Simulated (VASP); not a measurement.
Wanted: an ASE script for a VASP 6.6.1 run.

* Task: relaxation of cell and atoms
* Functional: PBEsol
* Dispersion: D4
* Potentials or basis: VASP PAW PBE potentials, release 54 (Ba_sv, Rb_sv)
* Cutoff: 600 eV
* k mesh: 5 × 5 × 5
* Occupations: methfessel-paxton, width 0.2 eV
* Spin: no spin polarisation
* Optimiser: BFGS
* Further INCAR settings: ALGO = Fast; EDIFF = 1.00e-06

The system is Rb3Ba.

```
Ba Rb
1.0
    -3.41583    3.41583    7.46835
     3.41583   -3.41583    7.46835
     3.41583    3.41583   -7.46835
Ba Rb
1 3
Cartesian
  0.0000 0.0000 0.0000
  0.0000 0.0000 7.4684
  3.4158 0.0000 3.7342
  0.0000 3.4158 3.7342
```

The cell comes from a database or a generator and needn't be the stable form of this composition.

The cell isn't the ideal one: volume scaled by 1.04.

One way to write it, as run:

run.py

```python
from ase.calculators.vasp import Vasp
from ase.filters import FrechetCellFilter
from ase.optimize import BFGS
from ase.spacegroup import crystal

atoms = crystal(
    ['Ba', 'Rb', 'Rb'],
    basis=[[0.0, 0.0, 0.0], [0.5, 0.5, 0.0], [0.5, 0.0, 0.25]],
    spacegroup=139,
    setting=1,
    cellpar=[6.83165078, 6.83165078, 14.93670109, 90.0, 90.0, 90.0],
    primitive_cell=True,
)
calc = Vasp(
    directory='calc',
    xc='pbesol',
    pp='PBE',
    setups='recommended',
    pp_version='54',
    prec='Accurate',
    encut=600,
    ediff=1e-06,
    ismear=1,
    sigma=0.2,
    lreal=False,
    lasph=True,
    nelm=100,
    algo='Fast',
    isif=2,
    lwave=False,
    lcharg=False,
    ivdw=13,
    kpts=[5, 5, 5],
    gamma=True,
)
atoms.calc = calc
opt = BFGS(FrechetCellFilter(atoms), trajectory='relax.traj')
converged = opt.run(fmax=0.005, steps=40)
print('converged:', converged)

print('energy (eV):', atoms.get_potential_energy())
print('free energy (eV):', atoms.get_potential_energy(force_consistent=True))
print('forces (eV/A):')
print(atoms.get_forces())
print('stress (eV/A^3, Voigt):', atoms.get_stress())
print('Fermi level (eV):', calc.get_fermi_level())
print('cell (A, degrees):', atoms.cell.cellpar())
print('volume (A^3):', atoms.get_volume())
print('scaled positions:')
print(atoms.get_scaled_positions())
```

Potentials or basis: VASP PAW PBE potentials, release 54 (Ba_sv, Rb_sv).

The run is started by

```sh
$ python run.py
```

Results of the run:

* Relaxed volume: 77.05 Å³/atom
* Relaxed cell: a = 8.424 Å, b = 8.424 Å, c = 8.424 Å, α = 133.59°, β = 133.59°, γ = 67.73°
* Space group after relaxing (to 0.05 Å): I4/mmm (No. 139)
* Energy gained by relaxing: -7.9 meV/atom
* Ionic steps: 6
* Pressure after relaxing: 0.0 GPa
* Band gap on the k mesh: none (metal or under the smearing width)
* Dispersion energy per atom: -0.030 eV

Caveat: the PAW data sets were made with another functional, which shifts forces and pressure a little; pairwise dispersion overbinds metals, which lowers pressure and volume.

Wall time 42 min on 1 thread of Intel(R) Xeon(R) Platinum 8259CL CPU @ 2.50GHz (Skylake/Cascade Lake), with other jobs on the host, peak memory 0.76 GiB.
